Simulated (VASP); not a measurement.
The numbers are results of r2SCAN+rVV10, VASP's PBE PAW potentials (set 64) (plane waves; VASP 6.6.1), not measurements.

The input files of a VASP run:

**POSCAR**
```
GdN
1.0
  0.0000000000   2.4768833633   2.4768833633
  2.4768833633   0.0000000000   2.4768833633
  2.4768833633   2.4768833633   0.0000000000
Gd N
1 1
direct
  0.0000000000   0.0000000000   0.0000000000
  0.5000000000   0.5000000000   0.5000000000
```

### INCAR
```
LASPH = .TRUE.   # aspherical one-centre terms
LCHARG = .FALSE.
BPARAM = 11.95
LREAL = .FALSE.   # projection in real space or not
LMIXTAU = .TRUE.
CPARAM = 0.0093
ISIF = 2
SYSTEM = GdN
LWAVE = .FALSE.
LMAXMIX = 6
ENCUT = 520   # plane-wave cut-off (eV)
LORBIT = 11
ALGO = Normal   # blocked Davidson
NEDOS = 601   # DOS grid
LUSE_VDW = .TRUE.
METAGGA = R2SCAN
PREC = Accurate
ISMEAR = -5
EDIFF = 1E-7
NELM = 100   # most electronic steps
```

File KPOINTS:
```
Automatic
0
G
  10 10 10
0 0 0
```

File KPOINTS_OPT:
```
k-points along high-symmetry lines
10
Line-mode
Reciprocal
  0.000000   0.000000   0.000000 ! GAMMA
  0.500000   0.000000   0.500000 ! X

  0.500000   0.000000   0.500000 ! X
  0.625000   0.250000   0.625000 ! U

  0.375000   0.375000   0.750000 ! K
  0.000000   0.000000   0.000000 ! GAMMA

  0.000000   0.000000   0.000000 ! GAMMA
  0.500000   0.500000   0.500000 ! L

  0.500000   0.500000   0.500000 ! L
  0.500000   0.250000   0.750000 ! W

  0.500000   0.250000   0.750000 ! W
  0.500000   0.000000   0.500000 ! X
```

POTCAR, in this order: Gd_3 N (PBE.64 set). Program: vasp_std.

Output of the run:

### OUTCAR
```
 ion  position               nearest neighbor table
   1  0.000  0.000  0.000-   2 2.48   2 2.48   2 2.48   2 2.48   2 2.48   2 2.48
   2  0.500  0.500  0.500-   1 2.48   1 2.48   1 2.48   1 2.48   1 2.48   1 2.48
  LATTYP: Found a face centered cubic cell.
 ALAT       =     4.9537667266
 Subroutine PRICEL returns:
 Original cell was already a primitive cell.
 Subroutine GETGRP returns: Found 48 space group operations
The static configuration has the point symmetry O_h .
The dynamic configuration has the point symmetry O_h .
 Subroutine INISYM returns: Found 48 space group operations
 Subroutine IBZKPT returns following result:
 Found     47 irreducible k-points:

 Following reciprocal coordinates:
            Coordinates               Weight
  0.000000  0.000000  0.000000      1.000000
  0.100000  0.000000  0.000000      8.000000
  0.200000  0.000000  0.000000      8.000000
  0.300000  0.000000  0.000000      8.000000
  0.400000  0.000000  0.000000      8.000000
  0.500000  0.000000  0.000000      4.000000
  0.100000  0.100000  0.000000      6.000000
  0.200000  0.100000  0.000000     24.000000
  0.300000  0.100000  0.000000     24.000000
  0.400000  0.100000  0.000000     24.000000
  0.500000  0.100000  0.000000     24.000000
 -0.400000  0.100000  0.000000     24.000000
 -0.300000  0.100000  0.000000     24.000000
 -0.200000  0.100000  0.000000     24.000000
 -0.100000  0.100000  0.000000     12.000000
  0.200000  0.200000  0.000000      6.000000
  0.300000  0.200000  0.000000     24.000000
  0.400000  0.200000  0.000000     24.000000
  0.500000  0.200000  0.000000     24.000000
 -0.400000  0.200000  0.000000     24.000000
 -0.300000  0.200000  0.000000     24.000000
 -0.200000  0.200000  0.000000     12.000000
  0.300000  0.300000  0.000000      6.000000
  0.400000  0.300000  0.000000     24.000000
...
```

### OSZICAR
```
       N       E                     dE             d eps       ncg     rms          rms(c)
DAV:   1     0.189487246286E+02    0.18949E+02   -0.71373E+03  1034   0.123E+03
DAV:   2    -0.450421321473E+02   -0.63991E+02   -0.60047E+02  1335   0.242E+02
DAV:   3    -0.484356113125E+02   -0.33935E+01   -0.33661E+01  1409   0.467E+01
DAV:   4    -0.484709358558E+02   -0.35325E-01   -0.35292E-01  1377   0.451E+00
DAV:   5    -0.484713367432E+02   -0.40089E-03   -0.40080E-03  1374   0.407E-01    0.304E+01
DAV:   6    -0.429480490884E+02    0.55233E+01   -0.14174E+01  1298   0.260E+01    0.244E+01
DAV:   7    -0.432129157283E+02   -0.26487E+00   -0.72350E-01  1182   0.810E+00    0.152E+01
DAV:   8    -0.433093967184E+02   -0.96481E-01   -0.48428E-01  1097   0.848E+00    0.214E+00
DAV:   9    -0.432698251491E+02    0.39572E-01   -0.24827E-01  1064   0.694E+00    0.167E+00
DAV:  10    -0.432832645068E+02   -0.13439E-01   -0.54525E-02  1338   0.165E+00    0.288E-01
DAV:  11    -0.432733963695E+02    0.98681E-02   -0.42122E-03  1164   0.798E-01    0.654E-02
DAV:  12    -0.432824249725E+02   -0.90286E-02   -0.40765E-03  1132   0.699E-01    0.120E-01
DAV:  13    -0.432826960263E+02   -0.27105E-03   -0.64949E-04  1236   0.247E-01    0.216E-02
DAV:  14    -0.432826851085E+02    0.10918E-04   -0.38952E-05  1188   0.776E-02    0.234E-02
DAV:  15    -0.432827345299E+02   -0.49421E-04   -0.27284E-05  1219   0.542E-02    0.261E-02
DAV:  16    -0.432827177552E+02    0.16775E-04   -0.11018E-04  1262   0.634E-02    0.910E-03
DAV:  17    -0.432827257721E+02   -0.80169E-05   -0.29582E-06  1181   0.185E-02    0.780E-03
DAV:  18    -0.432827222293E+02    0.35428E-05   -0.86464E-07  1203   0.844E-03    0.297E-03
DAV:  19    -0.432827280641E+02   -0.58347E-05   -0.71972E-07  1269   0.689E-03    0.547E-04
DAV:  20    -0.432827277698E+02    0.29427E-06   -0.33877E-08   595   0.181E-03    0.477E-04
DAV:  21    -0.432827279364E+02   -0.16654E-06   -0.45394E-09   583   0.658E-04    0.593E-04
DAV:  22    -0.432827279073E+02    0.29074E-07   -0.18839E-09   571   0.481E-04
   1 F= -.43282728E+02 E0= -.43282728E+02  d E =0.000000E+00
       N       E                     dE             ncg
       N       E                     dE             ncg
```

File OUTCAR:
```
------------------------ aborting loop because EDIFF is reached ----------------------------------------
  FORCE on cell =-STRESS in cart. coord.  units (eV):
  Direction    XX          YY          ZZ          XY          YZ          ZX
  --------------------------------------------------------------------------------------
  Total       -0.0182290     -0.0182290     -0.0182290     -0.0000000      0.0000000      0.0000000
  in kB       -0.9610094     -0.9610094     -0.9610094     -0.0000000      0.0000000      0.0000000
  external PRESSURE =      -0.9610094 kB  Pullay stress =       0.0000000 kB
  volume of cell :       30.39
      direct lattice vectors                 reciprocal lattice vectors
     0.000000000  2.476883363  2.476883363    -0.201866591  0.201866591  0.201866591
     2.476883363  0.000000000  2.476883363     0.201866591 -0.201866591  0.201866591
     2.476883363  2.476883363  0.000000000     0.201866591  0.201866591 -0.201866591
 POSITION                                       TOTAL-FORCE (eV/Angst)
 -----------------------------------------------------------------------------------
      0.00000      0.00000      0.00000        -0.000000      0.000000     -0.000000
      2.47688      2.47688      2.47688         0.000000     -0.000000      0.000000
 -----------------------------------------------------------------------------------
    total drift:                                0.000000      0.000000      0.000000
  FREE ENERGIE OF THE ION-ELECTRON SYSTEM (eV)
  ---------------------------------------------------
  free  energy   TOTEN  =       -43.2827279073 eV

  energy  without entropy=      -43.2827279073  energy(sigma->0) =      -43.28272791

 total charge

# of ion       s       p       d       tot
------------------------------------------
    1        0.283   6.620   1.282   8.185
    2        1.252   2.427   0.000   3.680
--------------------------------------------------
tot          1.535   9.048   1.282  11.865
```
(Selected blocks of OUTCAR.)

The 4f electrons are frozen in the core of the lanthanide potential, so 4f levels, which can set the real gap, and their magnetism are missing.

The compound is GdN in the rock salt structure. It was relaxed first.
